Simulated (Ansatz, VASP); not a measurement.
**Pd (Pd(110)): VASP beside Ansatz**

Aim: how closely do two programs agree when they are given the same cell, functional and k mesh? Valence electrons are named where the data sets of a main pair hold unlike numbers.

Main program and level: Ansatz 0.2.0; plane waves, with VASP 6.6.1 beside it; band structure at r2SCAN.

## (1) The structure

The cell holds 7 atoms: 7 Pd. Its edges and angles: a = 3.890 Å, b = 2.751 Å, c = 26.252 Å, α = 90.0°, β = 90.0°, γ = 90.0°. Vacuum lies along c.

## (2) Ansatz: band structure, r2SCAN

Ansatz runs on its default PAW (the set named soft_2) files.

A single point gives forces, pressure and levels at one fixed geometry, so differences don't come from the geometry; what else differs is listed under the comparison.

Contents of input.yaml:

```yaml
crystal:
  lattice:
    - [3.89, 0.0, 0.0]
    - [0.0, 2.7506453788, 0.0]
    - [0.0, 0.0, 26.2519361364]
  atoms:
    - { symbol: Pd, position: [0.0, 0.0, 0.3428318564] }
    - { symbol: Pd, position: [0.5, 0.5, 0.3952212376] }
    - { symbol: Pd, position: [0.0, 0.0, 0.4476106188] }
    - { symbol: Pd, position: [0.5, 0.5, 0.5] }
    - { symbol: Pd, position: [0.0, 0.0, 0.5523893812] }
    - { symbol: Pd, position: [0.5, 0.5, 0.6047787624] }
    - { symbol: Pd, position: [0.0, 0.0, 0.6571681436] }
hamiltonian:
  xc: r2scan
  pseudopotentials: { kind: paw }
kpoints:
  mp_grid: { grid: [11, 15, 1] }
  band_path:
    path:
      - [0.0, 0.0, 0.0]
      - [-0.07692, 0.0, 0.0]
      - [-0.15385, 0.0, 0.0]
      - [-0.26923, 0.0, 0.0]
      - [-0.34615, 0.0, 0.0]
      - [-0.42308, 0.0, 0.0]
      - [-0.5, 0.0, 0.0]
      - [-0.5, -0.07692, 0.0]
      - [-0.5, -0.19231, 0.0]
      - [-0.5, -0.26923, 0.0]
      - [-0.5, -0.34615, 0.0]
      - [-0.5, -0.46154, 0.0]
      - [-0.5, -0.5, 0.0]
      - [-0.42308, -0.5, 0.0]
      - [-0.30769, -0.5, 0.0]
      - [-0.23077, -0.5, 0.0]
      - [-0.11538, -0.5, 0.0]
      - [-0.03846, -0.5, 0.0]
      - [0.0, -0.5, 0.0]
      - [0.0, -0.38462, 0.0]
      - [0.0, -0.30769, 0.0]
      - [0.0, -0.23077, 0.0]
      - [0.0, -0.11538, 0.0]
      - [0.0, -0.03846, 0.0]
      - [-0.03846, -0.03846, 0.0]
      - [-0.11538, -0.11538, 0.0]
      - [-0.19231, -0.19231, 0.0]
      - [-0.30769, -0.30769, 0.0]
      - [-0.38462, -0.38462, 0.0]
      - [-0.5, -0.5, 0.0]
    npoints: 1
scf:
  occupations: { method: fermi_dirac, width: 0.1 }
  n_extra_bands: 9
efield:
  axis: 3
  dipole_correction: true
  ramp_width: 0.04
output:
  forces: true
  eigenvalues: true
```

Command:

```console
$ ansatz run input.yaml --threads 4 --pin off --max-ram 9216MiB --backend cpu --events-out ev --progress --plain --runs-dir out
```

Numbers of over 12 decimals in the logs are rounded to 6 here.

What it wrote:

```text
scf.n_extra_bands = 9 over 63 filled bands (N_el = 126.0): the run solves 72 bands
Engine: ansatz 0.2.0, aarch64-unknown-linux-gnu
Pseudopotentials: kind: paw
Pseudopotential: Pd, paw, valence charge 18, recommended cutoff 500 eV (meta_gga), Pd.paw.azcp
Functional definition: r2SCAN
  parameter k0 = 0.174
  parameter k1 = 0.065
  parameter a1 = 4.9479
  exchange = r2scan_x(k0 = k0, k1 = k1, a1 = a1)
  correlation = r2scan_c
Crystal: 7 atoms, lattice volume = 280.896 Å³
Basis set: ecut = 500 eV, 7047 PW (Γ), exchange–correlation on 120×96×768 points (64 copies of the dense FFT grid, shifted against one another)
Bands: 72, of which v1, the nominal top of the filled ones, is band 63 counted from 1 (62 counted from 0)
Symmetry: 4 space group operations
k-points: 48 of 165
Non-local potential: Pd, projectors of the file, l = 0: 2, l = 1: 2, l = 2: 2, l = 3: 1
PAW form: soft (Blöchl's): semilocal exchange-correlation on the pseudo side does not see the compensation charge
PAW frozen core: Pd, regenerated for the run's functional (the file was generated under x = pbe(κ = 0.804, μ = 0.219515), c = pbe(β = 0.066725))
PAW one-centre angular grid: Pd, 590 points (default); XC on 160 Gauss nodes
Initial density: superposition of atomic densities (neutral atoms: chi_scale 0, normalization atom), corrected by the library's trained network
Initial wavefunctions: pseudopotential atomic-orbital guess
Functional: x = r2scan, c = r2scan; τ floored in thin density (d = 2e-4 eV/Å³)
SCF iter   1: F=—  HF=-48897.881491 eV  |F-HF|=—  |Δ(HF+E_count)|=         —  Δρ=1.50e-2  dr2=1.83e0  dr2_τ=7.90e-2  ethr=1.77e-3  p=0.000 e·Å  D=1.08e-13 V/Å  ΔV_dip=-0.00 eV  dr2_dipole=2.21e-7  V_vac-E_F(+/−)=4.88/4.88 eV  ⟨swp⟩=7.4  Hψ=14512  notcnv=0  defer=19
efield: sawtooth ramp at fractional position 0.9800 (placed from the atoms, in the widest stretch of the axis that holds none; the zero of the levels goes with the place), width 0.0400; the density the first Hamiltonian is built on has a dipole p = 0.000 e·Å; the dipole correction subtracts the counter field D = 1.08e-13 V/Å, which shifts the + side's vacuum level by -0.00 eV against the − side's; the planar-averaged density in the ramp window peaks in size at 1.6e-6 e/Å³
preconditioner: auto → LDOS  [metal: Δε(μ)=0.005 eV  Ē_g=5.901 eV  σ=0.100 eV  W_gap=0.01  n_scr=58 (ndim 8)  ℏωp=18.5 eV  f_vac=0.581  D(μ)=13.68/eV (n_scr^D=132)  β→1.0]
SCF iter   2: F=—  HF=-48898.009450 eV  |F-HF|=—  |Δ(HF+E_count)|=   1.28e-1  Δρ=1.28e-2  dr2=4.56e-1  dr2_τ=2.66e-2  ethr=1.46e-3  p=0.000 e·Å  D=4.75e-6 V/Å  ΔV_dip=-0.00 eV  dr2_dipole=2.58e-7  V_vac-E_F(+/−)=4.81/4.81 eV  ⟨swp⟩=2.3  Hψ=6054  notcnv=0  defer=53
SCF iter   3: F=—  HF=-48897.921802 eV  |F-HF|=—  |Δ(HF+E_count)|=   8.76e-2  Δρ=3.20e-3  dr2=1.71e-1  dr2_τ=5.02e-3  ethr=3.62e-4  p=0.000 e·Å  D=3.63e-7 V/Å  ΔV_dip=-0.00 eV  dr2_dipole=6.35e-8  V_vac-E_F(+/−)=4.82/4.82 eV  ⟨swp⟩=2.0  Hψ=5448  notcnv=0  defer=53
SCF iter   4: F=—  HF=-48897.917317 eV  |F-HF|=—  |Δ(HF+E_count)|=   4.48e-3  Δρ=1.92e-3  dr2=3.50e-2  dr2_τ=2.85e-4  ethr=1.35e-4  p=-0.000 e·Å  D=-4.47e-7 V/Å  ΔV_dip=0.00 eV  dr2_dipole=6.04e-10  V_vac-E_F(+/−)=4.84/4.84 eV  ⟨swp⟩=1.8  Hψ=4514  notcnv=0  defer=53
SCF iter   5: F=—  HF=-48897.916201 eV  |F-HF|=—  |Δ(HF+E_count)|=   1.12e-3  Δρ=5.34e-4  dr2=3.98e-3  dr2_τ=5.36e-5  ethr=2.78e-5  p=-0.000 e·Å  D=-9.87e-7 V/Å  ΔV_dip=0.00 eV  dr2_dipole=1.74e-9  V_vac-E_F(+/−)=4.83/4.83 eV  ⟨swp⟩=2.0  Hψ=4756  notcnv=0  defer=53
SCF iter   6: F=—  HF=-48897.916171 eV  |F-HF|=—  |Δ(HF+E_count)|=   3.01e-5  Δρ=2.41e-4  dr2=2.58e-4  dr2_τ=3.40e-6  ethr=3.16e-6  p=-0.000 e·Å  D=-6.38e-7 V/Å  ΔV_dip=0.00 eV  dr2_dipole=2.76e-9  V_vac-E_F(+/−)=4.83/4.83 eV  ⟨swp⟩=1.5  Hψ=3897  notcnv=0  defer=53
SCF iter   7: F=—  HF=-48897.916202 eV  |F-HF|=—  |Δ(HF+E_count)|=   3.11e-5  Δρ=1.32e-4  dr2=6.37e-5  dr2_τ=3.13e-6  ethr=2.05e-7  p=-0.000 e·Å  D=-9.70e-8 V/Å  ΔV_dip=0.00 eV  dr2_dipole=4.45e-12  V_vac-E_F(+/−)=4.83/4.83 eV  ⟨swp⟩=2.1  Hψ=5272  notcnv=0  defer=53
SCF iter   8: F=—  HF=-48897.916398 eV  |F-HF|=—  |Δ(HF+E_count)|=   1.96e-4  Δρ=3.77e-5  dr2=5.17e-6  dr2_τ=1.61e-7  ethr=5.05e-8  p=0.000 e·Å  D=1.03e-7 V/Å  ΔV_dip=-0.00 eV  dr2_dipole=8.16e-11  V_vac-E_F(+/−)=4.83/4.83 eV  ⟨swp⟩=2.2  Hψ=5087  notcnv=0  defer=53
SCF iter   9: F=—  HF=-48897.916398 eV  |F-HF|=—  |Δ(HF+E_count)|=   1.56e-7  Δρ=9.96e-6  dr2=3.53e-7  dr2_τ=1.62e-8  ethr=4.10e-9  p=0.000 e·Å  D=3.12e-8 V/Å  ΔV_dip=-0.00 eV  dr2_dipole=3.86e-11  V_vac-E_F(+/−)=4.83/4.83 eV  ⟨swp⟩=2.1  Hψ=5231  notcnv=0  defer=53
iter 10 met the thresholds in force, and the SCF goes on: an eigenvalue changes by 11.18 meV, over its tolerance of 10.00 meV (output.eigenvalues, Limitations)
SCF iter  10: F=-48897.916398 eV  HF=-48897.916398 eV  |F-HF|=4.35e-9  |Δ(HF+E_count)|=   1.58e-7  Δρ=2.44e-6  dr2=2.23e-8  dr2_τ=1.46e-9  ethr=7.94e-11  p=0.000 e·Å  D=4.34e-8 V/Å  ΔV_dip=-0.00 eV  dr2_dipole=1.84e-13  V_vac-E_F(+/−)=4.83/4.83 eV  ⟨swp⟩=12.4  Hψ=15471  notcnv=0
SCF iter  11: F=-48897.916398 eV  HF=-48897.916398 eV  |F-HF|=1.26e-9  |Δ(HF+E_count)|=   1.31e-8  Δρ=1.23e-6  dr2=8.64e-9  dr2_τ=3.03e-10  ethr=1.77e-11  p=-0.000 e·Å  D=-2.19e-8 V/Å  ΔV_dip=0.00 eV  dr2_dipole=1.32e-12  V_vac-E_F(+/−)=4.83/4.83 eV  ⟨swp⟩=3.9  Hψ=12585  notcnv=0
SCF 1 converged in 11 iterations: F = -48897.916398 eV  dr2 = 8.64e-9
  greatest PAW one-centre occupation: 1.003 electrons in one spin orbital (limit 2), on the Pd atom at site 6 (counted from 0), in its partial waves of l = 0
NSCF: frozen V_eff on 30 k-points
efield: sawtooth ramp at fractional position 0.9800 (kept from the solve that this one continues, or follows in the run), width 0.0400; the density the first Hamiltonian is built on has a dipole p = -0.000 e·Å; the dipole correction subtracts the counter field D = -2.19e-8 V/Å, which shifts the + side's vacuum level by +0.00 eV against the − side's; the planar-averaged density in the ramp window peaks in size at 2.3e-6 e/Å³
SCF converged after 11 iterations
an eigenvalue changed by more than its tolerance at an iteration that met the thresholds in force, so the SCF went on 1 time: the last check found none over its tolerance
Free energy (F): -48897.916398 eV
Harris-Foulkes:  -48897.916398 eV  (|F-HF|=1.26e-9)
Internal energy: -48897.462326 eV  (E = F + TS)
E sigma→0 (E₀):  -48897.689362 eV
Entropy (-TS):   -0.454072 eV (-64.867 meV/atom)
Fermi energy:    4.142478 eV
Dipole field:    D = -0.000001 V/Å  (p = -0.000002 e·Å, saw-weighted, corrected)
Work function:   Φ+ = 4.8304 eV   Φ− = 4.8304 eV
Levels:          The Fermi level and band energies are counted from a zero that moves with the ramp; work functions are not
--- Per-component energies (eV) ---
  E_band       = -3001.102950
  E_kinetic    = 3606.569726
  E_local      = -249250.587642  (includes V_loc(G=0)·N_el)
  E_nonlocal   = 1527.116741
  E_hartree    = 122527.754155
  E_xc         = -1117.822299
  E_vxc        = -1621.736321  (∫ρ·V_xc dr)
  E_paw        = -26406.949072  (= ΣΔE_a)
  E_vpaw       = -2437.838444  (= ΣTr[D̂ρ^β])
  E_aug_tail   = 0.000768  (compensation charges beyond the density's cutoff)
  E_vtau       = 119.851708  (kinetic-family band-sum trace: ∫τ·v_τ [+ j·A + Jᵃ·Aᵃ] dr)
  E_efield     = 0.000000  (sawtooth field / dipole correction)
  E_vefield    = 0.000000  (∫n·V_field dr)
  E_ewald      = 100219.619903
  E_core_change = -3.164606  (= ΣΔE_core)
  E_smearing   = -0.454072  (= −TS)
  E_closure    = -0.000000  (closes the sum)
  Σ components = -48897.916398   (vs F -48897.916398, Δ=0.00e0)
--- Forces (eV/Å), atoms counted from 1 ---
  atom   1  Pd     0.00000000     0.00000000     0.34291192
  atom   2  Pd     0.00000000     0.00000000    -0.48820860
  atom   3  Pd     0.00000000     0.00000000    -0.08350305
  atom   4  Pd     0.00000000     0.00000000    -0.00000296
  atom   5  Pd     0.00000000     0.00000000     0.08349945
  atom   6  Pd     0.00000000     0.00000000     0.48821120
  atom   7  Pd     0.00000000     0.00000000    -0.34290720
  max |Σ_I F_I| component: 7.65e-7 eV/Å
--- Band table (eV; the first three rows and the last of 48) ---
  k-point 0: bands = [... 59 lower, 3.6478, 3.7294, 3.7862, 3.9635, 4.0267, 4.1982, 4.3937, 4.9125, ... 5 higher]
  k-point 1: bands = [... 59 lower, 3.5440, 3.8380, 3.8581, 3.8623, 3.8873, 4.2453, 4.3214, 4.9843, ... 5 higher]
  k-point 2: bands = [... 59 lower, 3.3797, 3.7024, 3.7893, 3.7893, 3.9534, 4.1812, 4.3998, 5.1884, ... 5 higher]
  k-point 47: bands = [... 59 lower, 4.1053, 4.1472, 4.2472, 4.2981, 6.1747, 6.6509, 8.0694, 8.6099, ... 5 higher]
```

Run time: 99 s. Hardware: 4 threads of Arm Neoverse V1, shared host; peak memory 1.7 GiB.

In the SCF lines HF is the Harris–Foulkes energy and dr2 the Hartree energy of the density residual, in eV; the loop may stop once dr2 is under the threshold and the program's other checks hold. Hψ counts applications of the Hamiltonian.

[end of part 1 of 2]

[Lines on the potential files, build, host, timing and source positions are cut from VASP's logs without a mark.]

[Logs are printed without paths, hosts, clocks, repeated set-up lines and the standing remarks that a program may print on its own settings, such as how far it seeks lower states.]

[Hosts, paths, dates, database ids (printed as entryN), source tags and the programs' standing remarks are cut or masked in the printed files.]
